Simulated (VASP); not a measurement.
Here is the system:

```
Hg3ZnTe4
1.0
    6.40024     0.00000     0.00000
    0.00000     6.40024     0.00000
    0.00000     0.00000     6.40024
Zn Te Hg
1 4 3
Direct
  0.00000   0.00000   0.00000
  0.23905   0.23905   0.23905
  0.76095   0.76095   0.23905
  0.76095   0.23905   0.76095
  0.23905   0.76095   0.76095
  0.50000   0.50000   0.00000
  0.50000   0.00000   0.50000
  0.00000   0.50000   0.50000
```

Calculation: PBEsol GGA, VASP's PBE PAW potentials (set 64) (plane waves; VASP). Run with 400 eV cut-off, Gaussian smearing of 0.050 eV, potentials Zn Te Hg.

Problem. Give the energies of bands 28 to 41 at the high-symmetry points, in eV from the Fermi level.

Solution. 
```csv
band,Γ,X,M,R
28,-2.25,-3.03,-4.14,-5.04
29,-2.25,-2.63,-2.54,-1.16
30,-2.25,-2.61,-2.54,-1.16
31,-2.11,-2.61,-2.39,-1.16
32,-2.11,-2.42,-2.36,-0.83
33,-2.11,-1.37,-1.07,-0.83
34,-0.35,-1.37,-1.07,-0.83
35,0.00,-1.10,-1.04,-0.72
36,0.00,-1.10,-0.59,-0.72
37,0.00,1.96,1.92,0.73
38,1.60,2.14,2.36,0.73
39,1.60,2.98,2.36,0.73
40,2.47,3.08,2.80,1.40
41,2.47,3.22,4.75,4.78
```

It has no gap at this level: it comes out as a metal or semimetal.

The structure was generated: Hg3ZnTe4 was put into an ordered model structure (P-43m), which need not be its known phase. It was relaxed first.
